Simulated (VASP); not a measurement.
A convergence study with VASP on Mg$_{2}$Si (antifluorite): one setting is varied, all else stays as given below, so the limit is that of these other settings.

```xyz
3
Lattice="0.0000 3.1750 3.1750 3.1750 0.0000 3.1750 3.1750 3.1750 0.0000" Properties=species:S:1:pos:R:3 pbc="T T T"
Mg     1.5875     1.5875     1.5875
Mg     4.7625     4.7625     4.7625
Si     0.0000     0.0000     0.0000
```

The numbers are results of PBE GGA, VASP's PBE PAW potentials (set 64) (plane waves; VASP), not measurements. The tightest run used: 550 eV cut-off, 11×11×11 Monkhorst-Pack mesh, Gaussian smearing of 0.050 eV, potentials Mg Si.

### Question
The settings run are 1×1×1 mesh; 2×2×2 mesh; 3×3×3 mesh; 4×4×4 mesh; 5×5×5 mesh; 6×6×6 mesh; 7×7×7 mesh; 8×8×8 mesh; 9×9×9 mesh; 10×10×10 mesh; 11×11×11 mesh. From which on does the stress (every component) stay within 0.5 GPa of the tightest run?

### Answer
From 2×2×2 mesh on: it is off by 0.02 there and by no more than 0.5 in any finer run, while 1×1×1 mesh is off by 10.05.
| setting | E (eV/atom) | pressure (GPa) | irreducible k-points | difference judged (GPa) |
|---|---|---|---|---|
| 1×1×1 mesh | 1.1454 | 10.31 | 1 | 10.05 |
| 2×2×2 mesh | -2.9231 | 0.28 | 2 | 0.02 |
| 3×3×3 mesh | -2.8013 | 0.37 | 4 | 0.11 |
| 4×4×4 mesh | -2.9715 | 0.25 | 10 | 0.00 |
| 5×5×5 mesh | -2.9534 | 0.23 | 10 | 0.03 |
| 6×6×6 mesh | -2.9725 | 0.26 | 28 | 0.00 |
| 7×7×7 mesh | -2.9696 | 0.24 | 20 | 0.01 |
| 8×8×8 mesh | -2.9726 | 0.26 | 60 | 0.00 |
| 9×9×9 mesh | -2.9720 | 0.25 | 35 | 0.00 |
| 10×10×10 mesh | -2.9726 | 0.26 | 110 | 0.00 |
| 11×11×11 mesh | -2.9724 | 0.26 | 56 | 0.00 |

Left out are rungs that failed or repeat a setting and relaxations that didn't move; long series are thinned to 24 rows.

The compound is Mg2Si in the antifluorite structure. The cell was not relaxed at this level.
